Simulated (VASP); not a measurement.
Input:

```yaml
crystal:
  lattice:
    - [2.98158, -1.72490, -0.00195]
    - [2.98158, 1.72490, -0.00195]
    - [-2.00306, 0.00000, 12.31679]
  atoms:
    - { symbol: Tl, position: [0.87236, 0.87236, 0.62946] }
    - { symbol: Tl, position: [0.12764, 0.12764, 0.37054] }
    - { symbol: Tl, position: [0.71263, 0.71263, 0.12702] }
    - { symbol: Tl, position: [0.28737, 0.28737, 0.87298] }
    - { symbol: O, position: [0.42060, 0.42060, 0.24907] }
    - { symbol: O, position: [0.57940, 0.57940, 0.75093] }
```

Method: LDA (Ceperley-Alder, Perdew-Zunger), VASP's LDA PAW potentials (set 64) (plane waves; VASP 6.6.1). Settings: 520 eV cut-off, Gaussian smearing of 0.050 eV, potentials Tl_d O.

Unless said otherwise, spin-orbit coupling is left out, though it shifts the bands of the heavy elements here.

Problem. Give the energies of bands 24 to 37 at the high-symmetry points, in eV from the valence-band maximum.

Solution. 
| band | Γ | C | Y2 | M2 | D | A | V2 |
|---|---|---|---|---|---|---|---|
| 24 | -7.00 | -4.96 | -5.89 | -5.87 | -4.95 | -7.51 | -5.88 |
| 25 | -6.42 | -4.89 | -3.78 | -3.67 | -4.92 | -5.72 | -3.68 |
| 26 | -5.19 | -4.83 | -3.62 | -3.39 | -4.81 | -5.68 | -3.38 |
| 27 | -1.92 | -2.84 | -3.16 | -3.21 | -2.84 | -1.62 | -3.23 |
| 28 | -1.62 | -2.77 | -2.62 | -3.19 | -2.78 | -1.61 | -3.21 |
| 29 | -1.61 | -1.35 | -2.18 | -2.15 | -1.34 | -1.61 | -2.14 |
| 30 | -1.61 | -1.31 | -2.12 | -2.15 | -1.30 | -1.60 | -2.14 |
| 31 | -1.60 | -0.89 | -1.17 | -0.51 | -0.97 | -1.27 | -0.53 |
| 32 | -0.01 | -0.85 | -0.68 | -0.32 | -0.80 | -1.26 | -0.35 |
| 33 | 0.46 | 1.85 | 1.01 | 0.30 | 1.86 | 2.17 | 0.30 |
| 34 | 4.20 | 2.16 | 1.17 | 0.54 | 2.15 | 2.21 | 0.56 |
| 35 | 5.16 | 2.61 | 2.18 | 2.85 | 2.63 | 7.57 | 2.85 |
| 36 | 9.02 | 2.76 | 2.97 | 3.18 | 2.68 | 7.67 | 3.18 |
| 37 | 9.09 | 3.22 | 5.29 | 4.92 | 3.29 | 9.25 | 4.92 |

The gap is indirect, 0.30 eV, from the valence maximum at Γ-C at 0.22 to the conduction minimum at M2.

The structure comes from a computed database's Tl2O entry (C2/m); how it stands against other phases isn't given here. It was relaxed first, which changed the volume by -11 %.
